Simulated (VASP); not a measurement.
Input:

```xyz
2
Lattice="1.6473 -2.8532 0.0000 1.6473 2.8532 0.0000 0.0000 0.0000 5.2530" Properties=species:S:1:pos:R:3 pbc="T T T"
Zr     1.6473     0.9511     1.3133
Zr     1.6473    -0.9511     3.9398
```

Calculation: PBE GGA, VASP's PBE PAW potentials (set 64) (plane waves; VASP). Settings: 400 eV cut-off, 14×14×7 Monkhorst-Pack mesh, first-order Methfessel-Paxton smearing of 0.10 eV, potentials Zr_sv.

Question: Give the stress tensor in GPa (positive for a compressed cell).

Answer: 
```
-4.77   0.00   0.00
 0.00  -4.77   0.00
 0.00   0.00  -4.84
```
The pressure is its mean diagonal, -4.79 GPa.

The compound is Zr in the hcp structure. The cell was not relaxed at this level. The run is one of a series of settings (KPOINTS 14×14×7 Monkhorst-Pack mesh against the base run), some of them coarse on purpose.
